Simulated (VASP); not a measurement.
Output of a VASP run:

### OSZICAR
```
...
DAV:   4    -0.704903954022E+02   -0.31963E+02   -0.31015E+02  3816   0.845E+01
DAV:   5    -0.732903051931E+02   -0.27999E+01   -0.27743E+01  4560   0.226E+01    0.175E+01
DAV:   6    -0.705817369016E+02    0.27086E+01   -0.98064E+00  3704   0.156E+01    0.569E+00
DAV:   7    -0.703592172482E+02    0.22252E+00   -0.18723E+00  3960   0.678E+00    0.266E+00
DAV:   8    -0.703647622934E+02   -0.55450E-02   -0.26281E-01  4058   0.274E+00    0.563E-01
DAV:   9    -0.703653122377E+02   -0.54994E-03   -0.42039E-02  4040   0.110E+00    0.384E-01
DAV:  10    -0.703660113283E+02   -0.69909E-03   -0.63319E-03  4019   0.384E-01    0.605E-02
DAV:  11    -0.703659712143E+02    0.40114E-04   -0.65153E-04  3448   0.141E-01    0.273E-02
DAV:  12    -0.703659548118E+02    0.16403E-04   -0.75102E-05  4073   0.481E-02    0.623E-03
DAV:  13    -0.703659547641E+02    0.47696E-07   -0.69971E-06  2824   0.142E-02
   1 F= -.65679053E+02 E0= -.65676804E+02  d E =-.656791E+02
       N       E                     dE             d eps       ncg     rms          rms(c)
DAV:   1    -0.762349983471E+02   -0.58690E+01   -0.22459E+02  2557   0.121E+02    0.181E+01
DAV:   2    -0.713695404394E+02    0.48655E+01   -0.22317E+01  3100   0.389E+01    0.922E+00
DAV:   3    -0.697116367607E+02    0.16579E+01   -0.12291E+01  3683   0.207E+01    0.582E+00
DAV:   4    -0.696789638175E+02    0.32673E-01   -0.13670E+00  3423   0.590E+00    0.242E+00
DAV:   5    -0.697343221097E+02   -0.55358E-01   -0.18408E-01  4245   0.189E+00    0.172E+00
DAV:   6    -0.697572059616E+02   -0.22884E-01   -0.44609E-02  3893   0.862E-01    0.713E-01
DAV:   7    -0.697650183189E+02   -0.78124E-02   -0.27628E-02  4132   0.592E-01    0.100E-01
DAV:   8    -0.697649721982E+02    0.46121E-04   -0.16206E-03  4164   0.200E-01    0.928E-02
DAV:   9    -0.697650047581E+02   -0.32560E-04   -0.21076E-04  4065   0.842E-02    0.229E-02
DAV:  10    -0.697650028577E+02    0.19004E-05   -0.30684E-05  3626   0.273E-02    0.103E-02
DAV:  11    -0.697650007623E+02    0.20954E-05   -0.33270E-06  2432   0.124E-02    0.410E-03
DAV:  12    -0.697649990610E+02    0.17013E-05   -0.14513E-06  1785   0.788E-03    0.226E-03
DAV:  13    -0.697649996198E+02   -0.55879E-06   -0.34915E-07  1680   0.469E-03
   2 F= -.65463932E+02 E0= -.65462380E+02  d E =0.215120E+00
       N       E                     dE             d eps       ncg     rms          rms(c)
DAV:   1    -0.729327294489E+02   -0.31677E+01   -0.10149E+02  2604   0.866E+01    0.105E+01
DAV:   2    -0.711217191328E+02    0.18110E+01   -0.10725E+01  3235   0.249E+01    0.649E+00
DAV:   3    -0.702974734837E+02    0.82425E+00   -0.61173E+00  3737   0.144E+01    0.326E+00
DAV:   4    -0.702673392427E+02    0.30134E-01   -0.68221E-01  3384   0.387E+00    0.121E+00
DAV:   5    -0.702931480059E+02   -0.25809E-01   -0.71692E-02  4176   0.133E+00    0.110E+00
DAV:   6    -0.702983409267E+02   -0.51929E-02   -0.13400E-02  3617   0.483E-01    0.778E-01
DAV:   7    -0.703030260866E+02   -0.46852E-02   -0.27757E-02  3773   0.707E-01    0.143E-01
DAV:   8    -0.703034701007E+02   -0.44401E-03   -0.26711E-03  3746   0.252E-01    0.735E-02
DAV:   9    -0.703034787839E+02   -0.86832E-05   -0.16168E-04  4280   0.599E-02    0.298E-02
DAV:  10    -0.703034691486E+02    0.96354E-05   -0.31981E-05  3284   0.267E-02    0.139E-02
DAV:  11    -0.703034709717E+02   -0.18231E-05   -0.16507E-06  2089   0.861E-03    0.812E-03
DAV:  12    -0.703034709372E+02    0.34483E-07   -0.57937E-07  1681   0.550E-03
   3 F= -.65747209E+02 E0= -.65744909E+02  d E =-.681559E-01
```

### OUTCAR
```
------------------------ aborting loop because EDIFF is reached ----------------------------------------
  FORCE on cell =-STRESS in cart. coord.  units (eV):
  Direction    XX          YY          ZZ          XY          YZ          ZX
  --------------------------------------------------------------------------------------
  Total        4.4586764      4.4586764      4.4586764      0.0000000      0.0000000      0.0000000
  in kB       48.9290998     48.9290998     48.9290998      0.0000000      0.0000000      0.0000000
  external PRESSURE =      -1.0709002 kB  Pullay stress =      50.0000000 kB
  volume of cell :      146.00
      direct lattice vectors                 reciprocal lattice vectors
     5.265623086  0.000000000  0.000000000     0.189911048  0.000000000 -0.000000000
    -0.000000000  5.265623086  0.000000000    -0.000000000  0.189911048 -0.000000000
     0.000000000  0.000000000  5.265623086    -0.000000000 -0.000000000  0.189911048
 POSITION                                       TOTAL-FORCE (eV/Angst)
 -----------------------------------------------------------------------------------
      1.31641      0.00000      2.63281        -0.000000     -0.000000     -0.000000
      2.63281      1.31641      0.00000         0.000000     -0.000000      0.000000
      2.63281      3.94922      0.00000         0.000000     -0.000000     -0.000000
      3.94922      0.00000      2.63281         0.000000      0.000000      0.000000
     -0.00000      2.63281      3.94922        -0.000000     -0.000000      0.000000
     -0.00000      2.63281      1.31641         0.000000      0.000000     -0.000000
      2.63281      2.63281      2.63281        -0.000000     -0.000000     -0.000000
      0.00000      0.00000      0.00000        -0.000000     -0.000000     -0.000000
 -----------------------------------------------------------------------------------
    total drift:                                0.000000     -0.000000      0.000000
  FREE ENERGIE OF THE ION-ELECTRON SYSTEM (eV)
  ---------------------------------------------------
  free  energy   TOTEN  =       -70.3034709372 eV

  energy  without entropy=      -70.2965722140  energy(sigma->0) =      -70.30117136
  enthalpy is  TOTEN    =       -65.7472085229 eV   P V=        4.5562624143

 reached required accuracy - stopping structural energy minimisation
```
(Selected blocks of OUTCAR.)

File POSCAR:
```
Nb3Sn
1
    5.3154759120     0.0000000000     0.0000000000
    0.0000000000     5.3154759120     0.0000000000
    0.0000000000     0.0000000000     5.3154759120
Nb Sn
6 2
Direct
  0.2500000000   0.0000000000   0.5000000000
  0.5000000000   0.2500000000   0.0000000000
  0.5000000000   0.7500000000   0.0000000000
  0.7500000000   0.0000000000   0.5000000000
  0.0000000000   0.5000000000   0.7500000000
  0.0000000000   0.5000000000   0.2500000000
  0.5000000000   0.5000000000   0.5000000000
  0.0000000000   0.0000000000   0.0000000000
```

Write an INCAR and KPOINTS that could have produced this output.

This is not unique; one that fits is the input of the run itself, PBE GGA, plane waves, VASP's PBE PAW potentials (set 64).

### KPOINTS
```
kpoints
0
gamma
6 6 6
0 0 0
```

INCAR:
```
SYSTEM = Nb3Sn
PREC = Accurate; ENCUT = 500; LREAL = F
LASPH = T
EDIFF = 1E-6; NELM = 100; ALGO = Normal
LMAXMIX = 4
ISMEAR = 1; SIGMA = 0.1
GGA = PE
IBRION = 2; NSW = 40; ISIF = 3
EDIFFG = -0.02; PSTRESS = 50
LWAVE = F; LCHARG = F
```

POTCAR, in this order: Nb_sv Sn_d (PBE.64 set). Program: vasp_std.

Energy and stress use the plane-wave basis of the starting cell.

The compound is Nb3Sn in the A15 structure. This run relaxes it under an external pressure of 5 GPa. Symmetry was kept, so distortions that lower it aren't found.
